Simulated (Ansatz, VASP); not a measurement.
# Cross-check of La2O3 between VASP and Ansatz, part 2 of 2

Aim: how closely do two programs agree when they are given the same cell, functional and k mesh? The cell is taken from a series of runs on this material, whose earlier steps may have relaxed, scaled, displaced or heated it; both programs get it as it stands. Other levels of theory on this material are compared in a session of their own.

VASP 6.6.1 and Ansatz 0.2.0.

So far: The structure; Ansatz: relaxation of cell and atoms, PBE; VASP: relaxation of cell and atoms, PBE.

**3. VASP: relaxation of cell and atoms, PBE (continued)**

Level of this step: PBE; plane waves and PAW (O, La) (VASP).

Numbers of over 12 decimals in the logs are rounded to 6 here.

Parts of OUTCAR (step 3):

```text
ion  position               nearest neighbor table
   1  0.667  0.333  0.355-   5 2.37   5 2.37   5 2.37   4 2.46
   2  0.333  0.667  0.645-   4 2.37   4 2.37   4 2.37   5 2.46
   3  0.000  0.000  0.000-   5 2.74   4 2.74   5 2.74   5 2.74   4 2.74   4 2.74
   4  0.667  0.333  0.753-   2 2.37   2 2.37   2 2.37   1 2.46   3 2.74   3 2.74   3 2.74
   5  0.333  0.667  0.247-   1 2.37   1 2.37   1 2.37   2 2.46   3 2.74   3 2.74   3 2.74

  LATTYP: Found a hexagonal cell.
 ALAT       =     3.9405730000
 C/A-ratio  =     1.5703023393

 Subroutine GETGRP returns: Found 12 space group operations
 (whereof 12 operations were pure point group operations)

The static configuration has the point symmetry D_3d.

 Found     43 irreducible k-points:

   k-points           NKPTS =     43   k-points in BZ     NKDIM =     43   number of bands    NBANDS=     26

   dimension x,y,z NGX =    32 NGY =   32 NGZ =   50
   dimension x,y,z NGXF=    64 NGYF=   64 NGZF=  100

   ENCUT  =  600.0 eV  44.10 Ry    6.64 a.u.   7.87  7.87 12.36*2*pi/ulx,y,z

   NELECT =      40.0000    total number of electrons

 k-points in reciprocal lattice and weights: Automatic mesh
   0.00000000  0.00000000  0.00000000       0.003
   0.11111111  0.00000000  0.00000000       0.019
   0.22222222  0.00000000  0.00000000       0.019
   0.33333333  0.00000000  0.00000000       0.019
   0.44444444  0.00000000  0.00000000       0.019
   0.11111111  0.11111111  0.00000000       0.019
   0.22222222  0.11111111  0.00000000       0.037
   0.33333333  0.11111111  0.00000000       0.037
   0.44444444  0.11111111  0.00000000       0.019
[...]
0.33333333  0.22222222  0.50000000       0.037
   0.33333333  0.33333333  0.50000000       0.006

 average (electrostatic) potential at core
       1 -67.2047       2 -67.2047       3 -66.7037       4 -95.1612       5 -95.1612

 E-fermi :   7.7615

 k-point     1 :       0.0000    0.0000    0.0000
  band No.  band energies     occupation
    ...
     16       3.7546      2.00000
     17       4.2163      2.00000
     18       5.4861      2.00000
     19       5.4861      2.00000
     20       5.7425      2.00000
     21      10.1043      0.00000
     22      10.4591      0.00000
     23      10.4591      0.00000
     24      10.9160      0.00000
     25      11.1472      0.00000
    ...

 k-point     2 :       0.1111    0.0000    0.0000
  band No.  band energies     occupation
    ...
     16       3.8037      2.00000
     17       4.5385      2.00000
     18       5.3106      2.00000
     19       5.4730      2.00000
     20       5.6938      2.00000
     21      10.2118      0.00000
     22      10.4566      0.00000
     23      10.5400      0.00000
     24      10.9470      0.00000
     25      11.0981      0.00000
    ...

 k-point     3 :       0.2222    0.0000    0.0000
  band No.  band energies     occupation
    ...
     16       4.1113      2.00000
     17       4.8872      2.00000
     18       4.9833      2.00000
     19       5.4719      2.00000
     20       5.6315      2.00000
     21      10.0849      0.00000
     22      10.4930      0.00000
     23      10.7247      0.00000
     24      11.0459      0.00000
     25      11.0584      0.00000
    ...

  Total        0.0051582      0.0051582     -0.0137243      0.0000000     -0.0000000      0.0000000
  in kB        0.0996504      0.0996504     -0.2651389      0.0000000     -0.0000000      0.0000000
  external PRESSURE =      -0.0219460 kB  Pullay stress =       0.0000000 kB

  energy-cutoff  :      600.00
  volume of cell :       82.93
      direct lattice vectors                 reciprocal lattice vectors
     3.936148225 -0.000000001  0.000000000     0.254055473  0.146678973 -0.000000000
    -1.968073614  3.408804034  0.000000000     0.000000000  0.293358019 -0.000000000
    -0.000000000  0.000000000  6.180936732    -0.000000000 -0.000000000  0.161787775

 POSITION                                       TOTAL-FORCE (eV/Angst)
 -----------------------------------------------------------------------------------
      1.96807      1.13627      2.19230        -0.000000      0.000000     -0.001515
     -0.00000      2.27254      3.98864         0.000000     -0.000000      0.001515
     -1.96807      3.40880      0.00000         0.000000      0.000000      0.000000
      1.96807      1.13627      4.65222         0.000000      0.000000      0.002976
     -0.00000      2.27254      1.52872        -0.000000      0.000000     -0.002976
 -----------------------------------------------------------------------------------
    total drift:                                0.002358     -0.000000      0.001190

  FREE ENERGIE OF THE ION-ELECTRON SYSTEM (eV)
  ---------------------------------------------------
  free  energy   TOTEN  =       -41.8331685886 eV

  energy  without entropy=      -41.8331685886  energy(sigma->0) =      -41.83316859

 reached required accuracy - stopping structural energy minimisation

 total charge
# of ion       s       p       d       f       tot
--------------------------------------------------
    1        1.566   3.463   0.000   0.000   5.029
    2        1.566   3.463   0.000   0.000   5.029
    3        1.553   3.376   0.000   0.000   4.928
    4        2.018   5.696   0.635   0.239   8.589
    5        2.018   5.696   0.635   0.239   8.589
--------------------------------------------------
tot          8.721  21.694   1.270   0.479  32.164

[... 3 further parts left out ...]
```

CONTCAR:

```
La2O3
   1.00000000000000
     3.9361482250587203   -0.0000000006483223    0.0000000000000000
    -1.9680736136522616    3.4088040339086576    0.0000000000000000
    -0.0000000000000000    0.0000000000000000    6.1809367322475097
  O               La
     3     2
Direct
     0.6666664485999974    0.3333332357000032    0.3546866868846287
     0.3333332975999994    0.6666667642999968    0.6453133131153714
     0.0000000000000000    1.0000000000000000    0.0000000000000000
     0.6666664485999974    0.3333332357000032    0.7526718967486450
     0.3333332975999994    0.6666667642999968    0.2473279416513560
```

**4. Comparison**

Known differences besides the potentials themselves: fixed occupations in Ansatz, narrow Gaussian smearing in VASP; the cutoff is 420 eV in Ansatz and 600 eV in VASP; Ansatz adds a Pulay correction to the stress that steers its cell, VASP none. Total energies have different zeros and are not compared.

Both answers:

```csv
quantity,Ansatz,VASP,difference
volume (Å³),83.21,82.93,+0.34 %
"edge a after relaxation, in the typed setting (Å)",3.941,3.936,+0.11 %
"edge c after relaxation, in the typed setting (Å)",6.188,6.181,+0.11 %
```

**5. Outcome**

| Quantity | Value |
| --- | --- |
| difference in volume (relaxation of cell and atoms, PBE) | 0.34 % |

**Reading.** The difference in volume is 0.34 % (relaxation of cell and atoms, PBE), within the 1.2 % picked in this series as the mark of a large difference, as far as the stopping tolerances let one tell. 14 further runs of this series are not shown here. Such differences can come from data sets, numerical settings and the points named under the comparisons, not from the functional's error against experiment.

[Lines on the potential files, build, host, timing and source positions are cut from VASP's logs without a mark.]

[Logs are printed without paths, hosts, clocks, repeated set-up lines and the standing remarks that a program may print on its own settings, such as how far it seeks lower states.]

[Hosts, paths, dates, database ids (printed as entryN), source tags and the programs' standing remarks are cut or masked in the printed files.]
